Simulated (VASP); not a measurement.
Input:

```
CELL_PARAMETERS angstrom
      2.77755     0.00000     0.00000
      0.00000     2.77755     0.00000
      0.00000     0.00000     2.77755
ATOMIC_POSITIONS crystal
  Al 0.50000 0.50000 0.50000
  Fe 0.00000 0.00000 0.00000
```

The numbers are results of r2SCAN+rVV10, VASP's PBE PAW potentials (set 64) (plane waves; VASP 6.6.1), not measurements. Settings: 520 eV cut-off, 13×13×13 Γ-centred mesh, first-order Methfessel-Paxton smearing of 0.10 eV, potentials Al Fe.

Question: Predict the energy per atom (σ→0), pressure, band gap (on the k-mesh) with the smallest direct gap where there is one.

Answer: 
| Quantity | Value |
|---|---|
| band gap (on the k-mesh) | none (metal, semimetal or under 0.01 eV) |
| energy per atom (σ→0) | -10.489 eV/atom |
| pressure | 14.73 GPa |

The compound is FeAl in the CsCl type structure. This cell is one point of a volume scan, at 0.94 of the reference volume. The run is not spin-polarised, so no magnetic state was tried. The electron count is odd and the run is not spin-polarised, which forces a metal.
